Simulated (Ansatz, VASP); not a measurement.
**Mg (Magnesium) in two plane-wave programs**

Aim: how closely do two programs agree when they are given the same cell, functional and k mesh? The cell is taken from a series of runs on this material, whose earlier steps may have relaxed, scaled, displaced or heated it; both programs get it as it stands.

Calculated with Ansatz 0.2.0; plane waves, with VASP 6.6.1 beside it; zone-centre phonons at PBEsol.

### 1. Starting point

It takes space group P6_3/mmc (No. 194, hexagonal). The conventional cell has a = 3.095 Å, b = 3.095 Å, c = 5.204 Å, α = 90.00°, β = 90.00°, γ = 120.00°. Mg has 12 Mg at 3.10 to 3.16 Å nearest.

As a file:

```cif
data_structure
_symmetry_space_group_name_H-M 'P 1'
_symmetry_Int_Tables_number 1
_cell_length_a 3.0951
_cell_length_b 3.0951
_cell_length_c 5.2037
_cell_angle_alpha 90.000
_cell_angle_beta 90.000
_cell_angle_gamma 120.000
_cell_volume 43.17
loop_
_atom_site_label
_atom_site_type_symbol
_atom_site_fract_x
_atom_site_fract_y
_atom_site_fract_z
_atom_site_occupancy
Mg1 Mg 0.33333 0.66667 0.25000 1
Mg2 Mg 0.66667 0.33333 0.75000 1
```

### 2. VASP: zone-centre phonons, PBEsol

Second derivatives magnify differences that forces hide, and they need a tight electronic threshold.

Lines of VASP's logs that name or quote its potential files are left out, and so is its time.

Input file INCAR:

```
SYSTEM = Mg
PREC = Accurate
ENCUT = 600
EDIFF = 1E-08
NELM = 120
ISMEAR = 1
SIGMA = 0.2
LREAL = .FALSE.
ALGO = Normal
GGA = PS
NBANDS = 8
LORBIT = 11
LWAVE = .FALSE.
LCHARG = .FALSE.
ISIF = 2
IBRION = 8
LASPH = .TRUE.
GGA_COMPAT = .FALSE.
KPAR = 2
```

Input file POSCAR:

```
Mg
1.0
    3.0951072816      0.0000000000      0.0000000000
   -1.5475536408      2.6804415333      0.0000000000
    0.0000000000      0.0000000000      5.2036602250
Mg
2
Direct
    0.3333333333      0.6666666667      0.2500000000
    0.6666666667      0.3333333333      0.7500000000
```

Input file KPOINTS:

```
Automatic mesh
0
Gamma
15 15 8
0 0 0
```

PAW data sets: Mg (PBE family, release 64).

Run with:

```bash
mpirun -np 2 vasp_std
```

Numbers of over 12 decimals in the logs are rounded to 6 here.

Log:

```text
[banner, memory and clock lines left out]
running    2 mpi-ranks, on    1 nodes
 distrk:  each k-point on    1 cores,    2 groups
 distr:  one band on    1 cores,    1 groups

 POSCAR found type information on POSCAR Mg
 POSCAR found :  1 types and       2 ions
|                                                                             |
|               ----> ADVICE to this user running VASP <----                  |
|                                                                             |
|     You enforced a specific xc type in the INCAR file but a different       |
|     [... a line on the potential file left out ...]
|     I HOPE YOU KNOW WHAT YOU ARE DOING!                                     |
|                                                                             |

 LDA part: xc-table for (Slater+PW92), standard interpolation
 POSCAR, INCAR and KPOINTS ok, starting setup
 FFT: planning ... GRIDC
 FFT: planning ... GRID_SOFT
 FFT: planning ... GRID
 WAVECAR not read
 entering main loop
       N       E                     dE             d eps       ncg     rms          rms(c)
DAV:   1    -0.680821704908E+00   -0.68082E+00   -0.14344E+03  2160   0.402E+02
DAV:   2    -0.343237670478E+01   -0.27516E+01   -0.26482E+01  2928   0.238E+01
DAV:   3    -0.344696318986E+01   -0.14586E-01   -0.14574E-01  2952   0.229E+00
DAV:   4    -0.344700734412E+01   -0.44154E-04   -0.44153E-04  3072   0.103E-01
DAV:   5    -0.344700747950E+01   -0.13538E-06   -0.13572E-06  2992   0.414E-03    0.954E-01
DAV:   6    -0.343633016224E+01    0.10677E-01   -0.50076E-04  2704   0.165E-01    0.607E-01
DAV:   7    -0.342693551118E+01    0.93947E-02   -0.20331E-03  2336   0.300E-01    0.304E-02
DAV:   8    -0.342693748572E+01   -0.19745E-05   -0.16931E-05  3312   0.280E-02    0.613E-03
DAV:   9    -0.342693727208E+01    0.21364E-06   -0.86831E-07  2552   0.463E-03    0.567E-04
DAV:  10    -0.342693717277E+01    0.99306E-07   -0.36229E-09  3096   0.373E-04    0.117E-04
DAV:  11    -0.342693717353E+01   -0.75484E-09   -0.15690E-10  1608   0.107E-04
   1 F= -.34269372E+01 E0= -.34266032E+01  d E =-.100189E-02
 Linear response reoptimize wavefunctions to high precision
DAV:   1    -0.342693717181E+01    0.17217E-08   -0.44881E-12  1968   0.125E-05
DAV:   2    -0.342693717181E+01   -0.28422E-13   -0.26091E-13  1440   0.316E-06
 Linear response DOF=           2
 Linear response progress:
  Degree of freedom:   1/  2
       N       E                     dE             d eps       ncg     rms          rms(c)
RMM:   1    -0.134192706924E-02   -0.13419E-02   -0.10417E-03 16912   0.189E-01
RMM:   2    -0.134827342721E-02   -0.63464E-05   -0.90781E-06 13976   0.168E-02    0.221E-02
RMM:   3    -0.133921674900E-02    0.90567E-05   -0.43397E-07 14491   0.644E-03    0.141E-02
RMM:   4    -0.135041750401E-02   -0.11201E-04   -0.10637E-06 14025   0.102E-02    0.727E-04
RMM:   5    -0.135093695042E-02   -0.51945E-06   -0.97028E-09 14796   0.474E-04    0.108E-04
RMM:   6    -0.135095748459E-02   -0.20534E-07   -0.25750E-10 14736   0.865E-05    0.148E-05
RMM:   7    -0.135099812205E-02   -0.40637E-07    0.55688E-11 15421   0.171E-05    0.880E-07
RMM:   8    -0.135099996625E-02   -0.18442E-08   -0.21757E-10 14558   0.219E-06    0.348E-07
 first order change of Fermi-energy   0.62703E-06
 force on displaced ion       1 direction 1 :  -0.702   0.000   0.000
 Linear response progress:
  Degree of freedom:   2/  2
       N       E                     dE             d eps       ncg     rms          rms(c)
RMM:   1    -0.126608763785E-01   -0.12661E-01   -0.63827E-02  6966   0.307E-01
RMM:   2    -0.432409292557E-02    0.83368E-02   -0.13497E-03  4727   0.430E-02    0.303E-02
RMM:   3    -0.417247265825E-02    0.15162E-03   -0.28378E-05  4767   0.140E-02    0.134E-02
RMM:   4    -0.419834210104E-02   -0.25869E-04   -0.63741E-06  4850   0.728E-03    0.522E-03
RMM:   5    -0.419707957047E-02    0.12625E-05   -0.25040E-07  4849   0.412E-03    0.277E-04
RMM:   6    -0.419743434285E-02   -0.35477E-06    0.10533E-06  4995   0.241E-04    0.155E-04
RMM:   7    -0.419782542816E-02   -0.39109E-06    0.12583E-08  5037   0.101E-04    0.628E-06
RMM:   8    -0.419786153342E-02   -0.36105E-07   -0.15931E-07  5175   0.108E-05    0.254E-06
RMM:   9    -0.419785108910E-02    0.10444E-07    0.73228E-09  4884   0.238E-06    0.830E-07
RMM:  10    -0.419785148791E-02   -0.39881E-09    0.60225E-09  3860   0.788E-07    0.689E-08
 first order change of Fermi-energy  -0.59772E-05
 force on displaced ion       1 direction 3 :   0.000   0.000  -2.888
 Linear response finished
```

From OUTCAR (step 2):

```text
ion  position               nearest neighbor table
   1  0.333  0.667  0.250-   2 3.16   2 3.16   2 3.16   2 3.16   2 3.16   2 3.16
   2  0.667  0.333  0.750-   1 3.16   1 3.16   1 3.16   1 3.16   1 3.16   1 3.16

  LATTYP: Found a hexagonal cell.
 ALAT       =     3.0951072816
 C/A-ratio  =     1.6812535888

 Subroutine GETGRP returns: Found 24 space group operations
 (whereof 12 operations were pure point group operations)

The static configuration has the point symmetry D_3d.
 The point group associated with its full space group is D_6h.

 Found    135 irreducible k-points:

   k-points           NKPTS =    135   k-points in BZ     NKDIM =    135   number of bands    NBANDS=      8

   dimension x,y,z NGX =    28 NGY =   28 NGZ =   42
   dimension x,y,z NGXF=    56 NGYF=   56 NGZF=   84

   ENCUT  =  600.0 eV  44.10 Ry    6.64 a.u.   6.18  6.18 10.39*2*pi/ulx,y,z

   NELECT =       4.0000    total number of electrons

 k-points in reciprocal lattice and weights: Automatic mesh
   0.00000000  0.00000000  0.00000000       0.001
   0.06666667  0.00000000  0.00000000       0.003
   0.13333333  0.00000000  0.00000000       0.003
   0.20000000  0.00000000  0.00000000       0.003
   0.26666667  0.00000000  0.00000000       0.003
   0.33333333  0.00000000  0.00000000       0.003
   0.40000000  0.00000000  0.00000000       0.003
   0.46666667  0.00000000  0.00000000       0.003
   0.06666667  0.06666667  0.00000000       0.003
[...]
0.33333333  0.26666667  0.50000000       0.007
   0.33333333  0.33333333  0.50000000       0.001

 average (electrostatic) potential at core
       1 -38.5043       2 -38.5043

  Total        0.7056247      0.7056247     -0.0063284      0.0000000     -0.0000000      0.0000000
  in kB       26.1874586     26.1874586     -0.2348634      0.0000000     -0.0000000      0.0000000
  external PRESSURE =      17.3800179 kB  Pullay stress =       0.0000000 kB

  energy-cutoff  :      600.00
  volume of cell :       43.17
      direct lattice vectors                 reciprocal lattice vectors
     3.095107282  0.000000000  0.000000000     0.323090578  0.186536432  0.000000000
    -1.547553641  2.680441533  0.000000000     0.000000000  0.373072864  0.000000000
     0.000000000  0.000000000  5.203660225     0.000000000  0.000000000  0.192172424

 POSITION                                       TOTAL-FORCE (eV/Angst)
 -----------------------------------------------------------------------------------
     -0.00000      1.78696      1.30092         0.000000     -0.000000      0.000000
      1.54755      0.89348      3.90275        -0.000000      0.000000      0.000000
 -----------------------------------------------------------------------------------
    total drift:                                0.000000     -0.000000      0.000000

 Eigenvectors and eigenvalues of the dynamical matrix
 ----------------------------------------------------

   1 f  =    7.620493 THz    47.880969 2PiTHz  254.192280 cm-1    31.515812 meV
             X         Y         Z           dx          dy          dz
     -0.000000  1.786961  1.300915     0.000000   -0.000000    0.707107
      1.547554  0.893481  3.902745     0.000000   -0.000000   -0.707107

   2 f  =    3.758404 THz    23.614749 2PiTHz  125.366863 cm-1    15.543503 meV
             X         Y         Z           dx          dy          dz
     -0.000000  1.786961  1.300915     0.707107    0.000000    0.000000
      1.547554  0.893481  3.902745    -0.707107    0.000000    0.000000

   3 f  =    3.758404 THz    23.614749 2PiTHz  125.366863 cm-1    15.543503 meV
             X         Y         Z           dx          dy          dz
     -0.000000  1.786961  1.300915     0.000000   -0.707107   -0.000000
      1.547554  0.893481  3.902745     0.000000    0.707107   -0.000000

   4 f  =    0.000000 THz     0.000000 2PiTHz    0.000002 cm-1     0.000000 meV
             X         Y         Z           dx          dy          dz
     -0.000000  1.786961  1.300915     0.077559   -0.697135    0.089373
      1.547554  0.893481  3.902745     0.077559   -0.697135    0.089373

   5 f/i=    0.000000 THz     0.000000 2PiTHz    0.000001 cm-1     0.000000 meV
             X         Y         Z           dx          dy          dz
     -0.000000  1.786961  1.300915    -0.702625   -0.074680    0.027222
      1.547554  0.893481  3.902745    -0.702625   -0.074680    0.027222

   6 f/i=    0.000000 THz     0.000000 2PiTHz    0.000002 cm-1     0.000000 meV
             X         Y         Z           dx          dy          dz
     -0.000000  1.786961  1.300915     0.017399    0.091793    0.700908
      1.547554  0.893481  3.902745     0.017399    0.091793    0.700908

 ELASTIC MODULI CONTR FROM IONIC RELAXATION (kBar)
 Direction    XX          YY          ZZ          XY          YZ          ZX
 --------------------------------------------------------------------------------
 XX         -48.1865     48.1865      0.0000      0.0000      0.0000      0.0000
 YY          48.1865    -48.1865     -0.0000     -0.0000      0.0000      0.0000
 ZZ           0.0000     -0.0000     -0.0000     -0.0000      0.0000      0.0000
 XY           0.0000     -0.0000     -0.0000    -48.1865      0.0000      0.0000
 YZ           0.0000      0.0000      0.0000      0.0000      0.0000      0.0000
 ZX           0.0000      0.0000      0.0000      0.0000      0.0000      0.0000
 --------------------------------------------------------------------------------
```

### 3. Ansatz: zone-centre phonons, PBEsol

Ansatz runs on its PAW soft_1 files.

The same cell, functional, mesh and smearing now go to Ansatz, which takes its cutoff from its data sets.

Input file input.yaml:

```yaml
crystal:
  lattice:
    - [3.0951072816, 0.0, 0.0]
    - [-1.5475536408, 2.6804415333, 0.0]
    - [0.0, 0.0, 5.203660225]
  atoms:
    - { symbol: Mg, position: [0.3333333333, 0.6666666667, 0.25] }
    - { symbol: Mg, position: [0.6666666667, 0.3333333333, 0.75] }
kpoints:
  mp_grid: { grid: [15, 15, 8] }
hamiltonian:
  xc: pbesol
  pseudopotentials: { kind: paw, azcp: { folder: soft_1 }, xc_functional: pbe }
scf:
  occupations: { method: methfessel_paxton, width: 0.2 }
output:
  eigenvalues: true
phonons:
  method: dfpt
```

Run with:

```bash
ansatz run input.yaml --threads 4 --pin off --max-ram 10240MiB --backend cpu --events-out ev --progress --plain --runs-dir out
```

Log:

```text
zone centre: on kpoints.mp_grid the ground state, and the responses unless they are solved on pairs of k-points, stand on 320 of the mesh's 1800 k-points, reduced under 4 symmetry operations, with k and −k counted as one. Each operation leaves every solved displacement unchanged or reverses it
Engine: ansatz 0.2.0, x86_64-unknown-linux-gnu
Pseudopotentials: kind: paw
Pseudopotential: Mg, paw, valence charge 10, recommended cutoff 420 eV (normal), soft_1/Mg.paw.azcp
Functional definition: PBEsol
  exchange = pbesol_x
  correlation = pbesol_c
Crystal: 2 atoms, lattice volume = 43.171 Å³
Basis set: ecut = 420 eV, 869 PW (Γ), exchange–correlation on 48×48×72 points (8 copies of the dense FFT grid, shifted against one another)
Bands: 14, of which v1, the nominal top of the filled ones, is band 10 counted from 1 (9 counted from 0)
Symmetry: 24 space group operations
k-points: 320 of 1800 (irreducible under 4 space group operations, time reversal used)
Non-local potential: Mg, projectors of the file, l = 0: 3, l = 1: 2, l = 2: 1
PAW form: soft (Blöchl's): semilocal exchange-correlation on the pseudo side does not see the compensation charge
PAW frozen core: Mg, regenerated for the run's functional, and the local potential with it (the file was generated under x = pbe(κ = 0.804, μ = 0.219515), c = pbe(β = 0.066725))
PAW one-centre angular grid: Mg, 110 points (default); XC on 64 Gauss nodes
Initial density: superposition of atomic densities (chi_scale 0.1, normalization cell)
Initial wavefunctions: pseudopotential atomic-orbital guess
Functional: x = pbesol(κ = 0.804, μ = 0.123457), c = pbesol(β = 0.046)
SCF iter   1: F=—  HF=-3824.114833 eV  |F-HF|=—  |Δ(HF+E_count)|=         —  Δρ=1.42e-2  dr2=1.13e-1  ethr=3.10e-3  ⟨swp⟩=5.0  Hψ=22377  notcnv=0
preconditioner: auto → none  [metal: Δε(μ)=0.025 eV  Ē_g=7.202 eV  σ=0.200 eV  W_gap=0.11  n_scr=8 (ndim 8)  ℏωp=11.3 eV  f_vac=0.000  D(μ)=0.98/eV (n_scr^D=2)  sad-step TF]
SCF iter   2: F=—  HF=-3824.102747 eV  |F-HF|=—  |Δ(HF+E_count)|=   1.21e-2  S|Δr|=    0.00e0  Δρ=1.00e-2  dr2=5.73e-2  ethr=5.63e-4  ⟨swp⟩=1.0  Hψ=7040  notcnv=0
SCF iter   3: F=—  HF=-3824.083522 eV  |F-HF|=—  |Δ(HF+E_count)|=   1.92e-2  S|Δr|=    0.00e0  Δρ=1.61e-3  dr2=9.89e-4  ethr=2.87e-4  ⟨swp⟩=2.0  Hψ=5988  notcnv=0
SCF iter   4: F=—  HF=-3824.083524 eV  |F-HF|=—  |Δ(HF+E_count)|=   2.12e-6  S|Δr|=    0.00e0  Δρ=4.74e-4  dr2=3.34e-5  ethr=4.95e-6  ⟨swp⟩=2.0  Hψ=5214  notcnv=0
SCF iter   5: F=—  HF=-3824.083476 eV  |F-HF|=—  |Δ(HF+E_count)|=   4.85e-5  S|Δr|=    0.00e0  Δρ=5.86e-5  dr2=3.96e-7  ethr=1.67e-7  ⟨swp⟩=2.0  Hψ=7673  notcnv=0
SCF iter   6: F=—  HF=-3824.083475 eV  |F-HF|=—  |Δ(HF+E_count)|=   8.50e-7  S|Δr|=    0.00e0  Δρ=2.43e-6  dr2=1.04e-9  ethr=1.98e-9  ⟨swp⟩=2.0  Hψ=7751  notcnv=0
SCF iter   7: F=-3824.083475 eV  HF=-3824.083475 eV  |F-HF|=1.82e-12  |Δ(HF+E_count)|=   1.45e-9  S|Δr|=    0.00e0  Δρ=8.96e-8  dr2=1.24e-12  ethr=1.00e-12  ⟨swp⟩=5.1  Hψ=23509  notcnv=0
SCF 1 converged in 7 iterations: F = -3824.083475 eV  dr2 = 1.24e-12
  greatest PAW one-centre occupation: 1.000 electrons in one spin orbital (limit 2), on the Mg atom at site 1 (counted from 0), in its partial waves of l = 0
DFPT response loops at Γ: preconditioner auto → Kerker (q_TF=auto, 2.400 Å⁻¹) (partly filled bands, converged f_vac=0.000); β = 1.00, the filter's whole step (`scf.mixing.beta` (0.50) is not read by the response loops under this deck's `scf.mixing.preconditioner`; to damp them name `kerker` or `kerker_dos`, under which they read `scf.mixing.beta`, and type it under 1.00, their step now; both keys bind the ground state too); Broyden in place of MSR1
SCF converged after 7 iterations
Stability not checked: this state was not tested for a lower state beside it, because cold or Methfessel-Paxton smearing, or corrected tetrahedra, fill the levels in a way that the test cannot read (fill_not_monotonic; see scf.lower_state_search)
Free energy (F): -3824.083475 eV
Harris-Foulkes:  -3824.083475 eV  (|F-HF|=1.82e-12)
Internal energy: -3824.082427 eV  (E = F + TS)
E sigma→0 (E₀):  -3824.083213 eV
Entropy (-TS):   -0.001048 eV (-0.524 meV/atom)
Fermi energy:    6.069414 eV
--- Per-component energies (eV) ---
  E_band       = -701.997515
  E_kinetic    = 139.193390
  E_local      = -3379.196636  (includes V_loc(G=0)·N_el)
  E_nonlocal   = 391.869334
  E_hartree    = 1149.053822
  E_xc         = -51.871966
  E_vxc        = -67.234438  (∫ρ·V_xc dr)
  E_paw        = -579.744635  (= ΣΔE_a)
  E_vpaw       = -84.736498  (= ΣTr[D̂ρ^β])
  E_aug_tail   = -0.000282  (compensation charges beyond the density's cutoff)
  E_ewald      = -1493.503179
  E_core_change = 0.117725  (= ΣΔE_core)
  E_smearing   = -0.001048  (= −TS)
  E_closure    = 0.000000  (closes the sum)
  Σ components = -3824.083475   (vs F -3824.083475, Δ=0.00e0)
--- Band table (eV; the first three rows and the last of 320) ---
  k-point 0: bands = [... 6 lower, -36.3997, -36.3997, -1.1172, 4.1140, 4.5141, 17.7414, 17.7414, 17.9299]
  k-point 1: bands = [... 6 lower, -36.3998, -36.3998, -1.0298, 3.0534, 5.7244, 16.7285, 17.8052, 17.8052]
  k-point 2: bands = [... 6 lower, -36.4004, -36.4004, -0.7683, 1.9694, 7.2578, 14.7213, 17.9874, 17.9874]
  k-point 319: bands = [... 6 lower, -36.4116, -36.4116, 3.5974, 3.5974, 8.7478, 8.7478, 10.3400, 10.3400]
--- Phonons (Γ-DFPT): 2 representative perturbations + reference, on 320 of 1800 k-points (Σ response iterations 6) ---
  k mesh reduced under 4 symmetry operations, with k and −k counted as one. Each operation leaves every solved displacement unchanged or reverses it
  ASR residual: 9.979e-5 → 0.000e0 eV/Å²; symmetrization residual: 3.445e-13 eV/Å²
  ASR residual per site (eV/Å²): 9.98e-5 9.98e-5
  Γ frequencies (cm⁻¹): 0.00 0.00 0.00 124.83 124.83 253.14
  non-analytic LO–TO correction: not included (Born effective charges unavailable; polar crystals: no LO–TO splitting at Γ)
```

Reading the cycles: dr2 is the Hartree energy of the density residual (eV), the measure of convergence; HF is the Harris–Foulkes estimate of the energy, which meets the free energy F at convergence.

### 4. Comparison

Known differences besides the potentials themselves: the data sets hold 20 valence electrons in Ansatz (on its PAW soft_1 files) and 4 in VASP; the cutoff is 420 eV in Ansatz and 600 eV in VASP; Ansatz makes its cores anew for this functional, VASP keeps those of its PBE data sets. Total energies have different zeros and are not compared.

The two programs side by side:

```csv
quantity,Ansatz,VASP,difference
optical mode 1 to 2 (cm⁻¹),124.8,125.4,-0.43 %
optical mode 3 (cm⁻¹),253.1,254.2,-0.41 %
```

Modes are paired by rising frequency, not by their patterns, so a pair may set unlike modes beside each other; they are those without the splitting of longitudinal modes.

### 5. What came out

```yaml
r_m_s_difference_of_the_optical_zone_centre_modes_each_program_s_sorted_by_frequency_zone_centre_phonons_pbesol: 0.75 cm⁻¹
```

In words: The r.m.s. difference of the optical zone-centre modes, each program's sorted by frequency is 0.75 cm⁻¹ (zone-centre phonons, PBEsol). The data sets hold unlike numbers of valence electrons (20 in Ansatz and 4 in VASP), so part of the differences comes from the potentials. How closely two codes agree says nothing of how well the functional describes the real material.

[Lines on the potential files, build, host, timing and source positions are cut from VASP's logs without a mark.]

[Logs are printed without paths, hosts, clocks, repeated set-up lines and the standing remarks that a program may print on its own settings, such as how far it seeks lower states.]

[Hosts, paths, dates, database ids (printed as entryN), source tags and the programs' standing remarks are cut or masked in the printed files.]
